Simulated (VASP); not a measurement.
Here is the system:

```
RuTe
1.0
   -1.78610     1.78610     6.04684
    1.78610    -1.78610     6.04684
    1.78610     1.78610    -6.04684
Ru Te
2 2
Direct
  0.75000   0.75000   0.00000
  0.50000   0.00000   0.50000
  0.16600   0.16600   0.00000
  0.91600   0.41600   0.50000
```

All values below come from PBE GGA, VASP's PBE PAW potentials (set 64) (plane waves; VASP). Run with 400 eV cut-off, 2×2×2 Γ-centred mesh, Gaussian smearing of 0.050 eV, potentials Ru_pv Te.

### Question
Which forces act on the atoms, in eV/Å?

### Answer

```csv
atom,Fx,Fy,Fz
Ru1,0.000,0.000,-0.056
Ru2,0.000,0.000,-0.056
Te3,0.000,0.000,0.056
Te4,0.000,0.000,0.056
```

### Question
Give the stress tensor in GPa (positive for a compressed cell).

### Answer

```
 3.00   0.00   0.00
 0.00   3.00   0.00
 0.00   0.00  -1.92
```
The pressure is its mean diagonal, 1.36 GPa.

The structure was generated: TeRu was put into the NbAs type (I4_1md), which need not be its known phase. The cell was not relaxed at this level. The k-mesh is coarse (spacing up to 1.24 per Å, 2π included), so the numbers may not be converged in it. The run is one of a series of settings (KPOINTS 2×2×2 Γ-centred mesh against the base run), some of them coarse on purpose.
